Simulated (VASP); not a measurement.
## LiV: single point with PBE

LiV:

```xyz
2
Lattice="0.0000 2.4091 2.4091 2.4091 0.0000 2.4091 2.4091 2.4091 0.0000" Properties=species:S:1:pos:R:3 pbc="T T T"
Li    2.4091    2.4091    2.4091
V     0.0000    0.0000    0.0000
```

The cell was built by a generator and needn't be a form met in nature.

```yaml
Program: VASP 6.6.1
Task: single point
Functional: PBE
Potentials_or_basis: VASP PAW PBE potentials, release 64 (Li_sv, V_sv)
Cutoff: 520 eV
k_mesh: 6 × 6 × 6
Occupations: fermi-dirac, width 0.0145 eV
Spin: no spin polarisation
Dipole_correction: no
Further_INCAR_settings: ALGO = Fast; EDIFF = 1e-06; NBANDS = 15
```

```
Band gap on the k mesh : none (metal or under the smearing width)
```

Levels at points of the mesh, in eV from the Fermi level:
```
           k point  band 6  band 7  band 8  band 9  band 10  band 11
(0.00, 0.00, 0.00)   -4.92    0.24    0.24    0.24     0.78     0.78
(0.50, 0.00, 0.00)   -2.82   -0.26   -0.26    0.26     1.43     1.43
(0.50, 0.50, 0.00)   -1.08   -1.04   -0.42    1.29     1.66     1.66
```

It took 25 s on 1 thread of Intel(R) Xeon(R) Platinum 8259CL CPU @ 2.50GHz (Skylake/Cascade Lake) (shared host), peak memory 0.15 GiB.

Caveat: the k mesh is coarse (spacing up to 0.38 Å⁻¹), so the values aren't converged.
